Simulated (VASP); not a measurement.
VASP runs on MoS2 (space group R3m) share one base input (PBE GGA, plane waves, VASP's PBE PAW potentials (set 64)) and change the settings named in each case.

### INCAR
```
! general
SYSTEM   =  MoS2
PREC     =  Accurate
ENCUT    =  300   ! plane-wave cut-off (eV)
LREAL    =  .FALSE.
LASPH    =  .TRUE.   ! aspherical one-centre terms

! electronic loop
EDIFF    =  1E-6
NELM     =  100   ! most electronic steps
ALGO     =  Normal
LMAXMIX  =  4

! smearing
ISMEAR   =  0   ! Gaussian
SIGMA    =  0.01   ! width (eV)

! functional
GGA      =  PE   ! PBE

! ions
ISIF     =  2   ! forces and stress, cell fixed

! output
LWAVE    =  .FALSE.
LCHARG   =  .FALSE.
```

**POSCAR**
```
MoS2
1
    1.5921500000     0.9192280000     6.4821000000
   -1.5921500000     0.9192280000     6.4821000000
    0.0000000000    -1.8384560000     6.4821000000
Mo S
1 2
Direct
  0.9997800000   0.9997800000   0.9997800000
  0.4129370000   0.4129370000   0.4129370000
  0.2533030000   0.2533030000   0.2533030000
```

### KPOINTS
```
Automatic mesh
0
Gamma
10 10 10
0 0 0
```

POTCAR, in this order: Mo_sv S (PBE.64 set). Program: vasp_std.

| change | E(σ→0) (eV/atom) | pressure (GPa) | largest force (eV/Å) |
|---|---|---|---|
| base run | -7.2766 | 0.90 | 0.157 |
| GGA removed, POTCAR Mo_sv S (LDA.64 set) | -8.1341 | (withheld) | (withheld) |
| KPOINTS 5×5×5 Γ-centred mesh | -7.2764 | 0.92 | 0.162 |
| LDAU = .TRUE., LDAUJ = 0 0, LDAUL = 2 -1, LDAUTYPE = 2, LDAUU = 8.0 0 | -4.1139 | (withheld) | (withheld) |

Problem. Complete the blanks.

Solution. 
- GGA removed, POTCAR Mo_sv S (LDA.64 set), pressure (GPa): -6.01
- GGA removed, POTCAR Mo_sv S (LDA.64 set), largest force (eV/Å): 0.298
- LDAU = .TRUE., LDAUJ = 0 0, LDAUL = 2 -1, LDAUTYPE = 2, LDAUU = 8.0 0, pressure (GPa): 6.26
- LDAU = .TRUE., LDAUJ = 0 0, LDAUL = 2 -1, LDAUTYPE = 2, LDAUU = 8.0 0, largest force (eV/Å): 0.766

Energies of different potentials or functionals have different zeros.  At 300 eV the pressure can carry a Pulay error.

Left out are runs that ran out of time, are held back, or changed the cell or the kind of run, fixed moments of cells without a moment, rows past the twelfth, gaps on odd meshes, pressures of charged cells and columns that move by less than the noise.

The structure comes from a computed database's MoS2 entry; how it stands against other phases isn't given here. The cell was not relaxed at this level, forces remain on its atoms.
